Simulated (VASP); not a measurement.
Ga2Ge2Se3:

```
Ga Ge Se
1.0
     6.06569    0.00000    0.00000
    -3.03285    5.25305    0.00000
     0.00000    0.00000    5.06299
Ga Ge Se
2 2 3
Cartesian
  0.0000 0.0000 0.0000
  0.0000 0.0000 2.5315
  0.0000 3.5020 0.0000
  3.0328 1.7510 0.0000
  3.0328 0.0000 0.0000
  -1.5164 2.6265 0.0000
  1.5164 2.6265 0.0000
```

The cell was built by a generator and needn't be a form met in nature.

| Item | Value |
| --- | --- |
| Program | VASP 6.6.1 |
| Task | relaxation of cell and atoms |
| Functional | PBE |
| Potentials or basis | VASP PAW PBE potentials, release 64 (Ga_d, Ge_d, Se) |
| Cutoff | 520 eV |
| k mesh | 3 × 3 × 3 |
| Occupations | gaussian, width 0.15 eV |
| Spin | no spin polarisation |

At the start: pressure 93.2 GPa; volume 23.05 Å³/atom.

Question: How do energy, volume and symmetry change on relaxing?

Answer: Over 9 steps the energy falls by 4710.6 meV/atom and the volume is 44.98 Å³/atom (+95.2 %); space group P6/mmm (No. 191, to 0.05 Å).

The path:
| step | energy change (eV) | largest force (eV/Å) | pressure (GPa) | volume (Å³) |
| --- | --- | --- | --- | --- |
| 1 | 0.0000 | 0.0000 | 93.22 | 161.32 |
| 2 | 19.6796 | 0.0000 | -48.06 | 628.30 |
| 3 | 391.9366 | 0.0000 | -5.99 | 375.83 |
| 4 | 2.0170 | 0.0000 | 0.74 | 331.63 |
| 5 | -31.2416 | 0.0000 | -1.94 | 336.20 |
| 6 | -32.9466 | 0.0000 | 0.41 | 310.99 |
| 7 | -32.9645 | 0.0000 | 0.24 | 311.07 |
| 8 | -32.9732 | 0.0000 | -0.05 | 314.24 |
| 9 | -32.9743 | 0.0000 | -0.08 | 314.83 |

Final structure:
```
Ga Ge Se
1.0
     8.32197    0.00000    0.00000
    -4.16098    7.20704    0.00000
     0.00000    0.00000    5.24913
Ga Ge Se
2 2 3
Cartesian
  0.0000 0.0000 0.0000
  0.0000 0.0000 2.6246
  0.0000 4.8047 0.0000
  4.1610 2.4023 0.0000
  4.1610 0.0000 0.0000
  -2.0805 3.6035 0.0000
  2.0805 3.6035 0.0000
```

Caveat: the k mesh is coarse (spacing up to 0.41 Å⁻¹), so the values aren't converged; the volume moved by over 15 % at a fixed basis, so the end points are rough.
